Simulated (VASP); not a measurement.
OSZICAR of a VASP run on SnSi62:

OSZICAR:
```
       N       E                     dE             d eps       ncg     rms          rms(c)
DAV:   1    -0.324916903610E+03   -0.32492E+03   -0.10535E-05   824   0.685E-03    0.212E-03
RMM:   2    -0.324916903406E+03    0.20321E-06   -0.12188E-06   409   0.195E-03    0.987E-04
RMM:   3    -0.324916903424E+03   -0.17728E-07   -0.42324E-07   418   0.106E-03    0.705E-04
RMM:   4    -0.324916903435E+03   -0.10441E-07   -0.59109E-08   206   0.566E-04
   1 F= -.32491690E+03 E0= -.32489934E+03  d E =-.351288E-01  mag=     3.0000
```

Task: Which electronic solver shows in the log?

Result: It is blocked Davidson (ALGO = Normal, or the opening steps of other solvers) and then RMM-DIIS (ALGO = Fast or VeryFast). The INCAR had ALGO = Fast.

Task: How was spin treated?

Result: Collinear spin (ISPIN = 2): the summary line carries one mag value, 3.00 μB in the cell.

Task: Can the final energy be trusted as converged?

Result: The run converged. It stopped with EDIFF = 1E-6, NELM = 100 (PBE GGA, plane waves, VASP's PBE PAW potentials (set 64)). The cell is charged, with a uniform compensating background.  The supercell is sampled at Γ alone, which is coarse: total energies, pressure and levels can be off, energies of defects by several tenths of an eV.

The cell is a supercell with a defect, built from Si (diamond): Sn_Si-vac_Si, charge -1. The total moment is imposed (NUPDOWN), so this need not be the lowest spin state.
